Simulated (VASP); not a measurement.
```xyz
3
Lattice="0.0000 2.7463 2.7463 2.7463 0.0000 2.7463 2.7463 2.7463 0.0000" Properties=species:S:1:pos:R:3 pbc="T T T"
Cd     2.7463     0.0000     2.7463
F      1.3731     1.3731     1.3731
F      4.1194     4.1194     4.1194
```

The numbers are results of PBE GGA, VASP's PBE PAW potentials (set 64) (plane waves; VASP), not measurements. Numerical set-up: 600 eV cut-off, 8×8×8 Γ-centred mesh, Gaussian smearing of 0.050 eV, potentials Cd F.

Energy and stress use the plane-wave basis of the starting cell.

### Question
The ions, cell shape and volume at an external pressure of 2.0 GPa are relaxed. Predict the relaxed structure.

### Answer

```xyz
3
Lattice="0.0000 2.7255 2.7255 2.7255 0.0000 2.7255 2.7255 2.7255 0.0000" Properties=species:S:1:pos:R:3 pbc="T T T"
Cd     0.0000     0.0000     0.0000
F      1.3628     1.3628     1.3628
F      4.0883     4.0883     4.0883
```
Space group Fm-3m (225), at a tolerance of 0.03 Å.

### Question
How do energy and volume change from the first to the last step?

### Answer
The energy (σ→0) changes by +1.7 meV/atom and the volume by -2.2 %, in 3 ionic steps.

```
step  E(σ→0) (eV)  max force (eV/Å)  pressure (GPa)  volume (Å³)
----  -----------  ----------------  --------------  -----------
1        -10.9094             0.000           -0.22        41.43
2        -10.9015             0.000            2.54        40.29
3        -10.9044             0.000            2.00        40.49
```

The compound is CdF2 in the fluorite structure. This run relaxes it under an external pressure of 2 GPa. Symmetry was kept, so distortions that lower it aren't found.
